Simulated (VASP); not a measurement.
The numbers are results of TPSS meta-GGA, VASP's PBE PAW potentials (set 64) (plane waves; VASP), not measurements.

Input for VASP

File KPOINTS_OPT:
```
k-points along high-symmetry lines
10
Line-mode
Reciprocal
  0.000000   0.000000   0.000000 ! GAMMA
  0.500000   0.000000   0.500000 ! X

  0.500000   0.000000   0.500000 ! X
  0.625000   0.250000   0.625000 ! U

  0.375000   0.375000   0.750000 ! K
  0.000000   0.000000   0.000000 ! GAMMA

  0.000000   0.000000   0.000000 ! GAMMA
  0.500000   0.500000   0.500000 ! L

  0.500000   0.500000   0.500000 ! L
  0.500000   0.250000   0.750000 ! W

  0.500000   0.250000   0.750000 ! W
  0.500000   0.000000   0.500000 ! X
```

**KPOINTS**
```
Automatic mesh
0
Gamma
17 17 17
0 0 0
```

INCAR:
```
SYSTEM = Au
PREC = Accurate; ENCUT = 520; LREAL = .FALSE.
LASPH = .TRUE.
EDIFF = 1E-7; NELM = 100; ALGO = Normal
LMAXMIX = 6; LMIXTAU = .TRUE.
ISMEAR = -5
METAGGA = TPSS
ISIF = 2
LWAVE = .FALSE.; LCHARG = .FALSE.; LORBIT = 11
NEDOS = 601
```

File POSCAR:
```
Au
1.0
  0.0000000000   2.0583343272   2.0583343272
  2.0583343272   0.0000000000   2.0583343272
  2.0583343272   2.0583343272   0.0000000000
Au
1
Cart
  0.0000000000   0.0000000000   0.0000000000
```

POTCAR, in this order: Au (PBE.64 set). Program: vasp_std.

Output of the run:

### OSZICAR
```
       N       E                     dE             d eps       ncg     rms          rms(c)
DAV:   1     0.542219966160E+02    0.54222E+02   -0.62679E+03  3106   0.120E+03
DAV:   2    -0.132415778106E+01   -0.55546E+02   -0.52483E+02  3110   0.245E+02
DAV:   3    -0.203867145504E+01   -0.71451E+00   -0.71260E+00  3900   0.317E+01
DAV:   4    -0.204294431136E+01   -0.42729E-02   -0.42721E-02  3609   0.233E+00
DAV:   5    -0.204300556785E+01   -0.61256E-04   -0.61258E-04  3750   0.263E-01    0.112E+01
DAV:   6    -0.341794155819E+01   -0.13749E+01   -0.76624E+00  2970   0.429E+01    0.478E+00
DAV:   7    -0.297534977204E+01    0.44259E+00   -0.79699E-01  3207   0.104E+01    0.342E+00
DAV:   8    -0.367258670367E+01   -0.69724E+00   -0.73358E-01  2979   0.113E+01    0.433E+00
DAV:   9    -0.355004274366E+01    0.12254E+00   -0.23974E-02  3243   0.164E+00    0.461E+00
DAV:  10    -0.354780626533E+01    0.22365E-02   -0.77386E-01  2976   0.148E+01    0.659E-01
DAV:  11    -0.354408252576E+01    0.37237E-02   -0.90266E-03  3377   0.916E-01    0.598E-01
DAV:  12    -0.354318997420E+01    0.89255E-03   -0.29294E-04  3179   0.187E-01    0.558E-01
DAV:  13    -0.354175507936E+01    0.14349E-02   -0.50423E-04  3155   0.218E-01    0.500E-01
DAV:  14    -0.353736665559E+01    0.43884E-02   -0.11597E-02  3012   0.108E+00    0.166E-01
DAV:  15    -0.353681346502E+01    0.55319E-03   -0.27646E-03  3049   0.522E-01    0.210E-02
DAV:  16    -0.353682150051E+01   -0.80355E-05   -0.13613E-05  3076   0.463E-02    0.162E-02
DAV:  17    -0.353681747836E+01    0.40222E-05   -0.14101E-05  3166   0.348E-02    0.411E-03
DAV:  18    -0.353681942584E+01   -0.19475E-05   -0.77505E-07  3127   0.129E-02    0.187E-03
DAV:  19    -0.353681916931E+01    0.25653E-06   -0.43096E-08  1610   0.234E-03    0.233E-03
DAV:  20    -0.353681909441E+01    0.74898E-07   -0.12943E-07  1515   0.378E-03
   1 F= -.35368191E+01 E0= -.35368191E+01  d E =0.000000E+00
       N       E                     dE             ncg
```

File OUTCAR:
```
------------------------ aborting loop because EDIFF is reached ----------------------------------------
  FORCE on cell =-STRESS in cart. coord.  units (eV):
  Direction    XX          YY          ZZ          XY          YZ          ZX
  --------------------------------------------------------------------------------------
  Total        0.0129475      0.0129475      0.0129475      0.0000000      0.0000000     -0.0000000
  in kB        1.1893708      1.1893708      1.1893708      0.0000000      0.0000000     -0.0000000
  external PRESSURE =       1.1893708 kB  Pullay stress =       0.0000000 kB
  volume of cell :       17.44
      direct lattice vectors                 reciprocal lattice vectors
     0.000000000  2.058334327  2.058334327    -0.242914862  0.242914862  0.242914862
     2.058334327  0.000000000  2.058334327     0.242914862 -0.242914862  0.242914862
     2.058334327  2.058334327  0.000000000     0.242914862  0.242914862 -0.242914862
 POSITION                                       TOTAL-FORCE (eV/Angst)
 -----------------------------------------------------------------------------------
      0.00000      0.00000      0.00000         0.000000      0.000000      0.000000
 -----------------------------------------------------------------------------------
    total drift:                               -0.000000      0.000000     -0.000000
  FREE ENERGIE OF THE ION-ELECTRON SYSTEM (eV)
  ---------------------------------------------------
  free  energy   TOTEN  =        -3.5368190944 eV

  energy  without entropy=       -3.5368190944  energy(sigma->0) =       -3.53681909

 total charge

# of ion       s       p       d       tot
------------------------------------------
    1        0.534   0.340   8.748   9.622
```
(Selected blocks of OUTCAR.)

For a metal the tetrahedron method with Blöchl corrections gives inexact stress and forces.

The compound is Au in the fcc structure. It was relaxed first.
